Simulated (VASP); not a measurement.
Data:

```xyz
2
Lattice="2.8631 0.0000 0.0000 0.0000 2.9672 0.0000 0.0000 0.0000 2.9642" Properties=species:S:1:pos:R:3 pbc="T T T"
Al     1.4315     1.4836     1.4821
Ni     0.0261     0.0000     0.0000
```

Calculation: PBE GGA, VASP's PBE PAW potentials (set 64) (plane waves; VASP 6.6.1). Settings: 400 eV cut-off, 11×11×11 Γ-centred mesh, second-order Methfessel-Paxton smearing of 0.050 eV, potentials Al Ni.

Problem. Estimate the energy per atom (σ→0), pressure, largest force.

Solution. 
| Property | Result |
|---|---|
| energy per atom (σ→0) | -5257 meV/atom |
| pressure | -5.70 GPa |
| largest force | 0.125 eV/Å |

Total energies compare only between runs with the same potentials, cut-off and functional.

The compound is NiAl in the CsCl type structure. The cell was not relaxed at this level, atoms are displaced from their ideal sites. The run is one of a series of settings (ISMEAR = 2, SIGMA = 0.05 against the base run), some of them coarse on purpose. The run is not spin-polarised, so no magnetic state was tried. The electron count is odd and the run is not spin-polarised, which forces a metal.
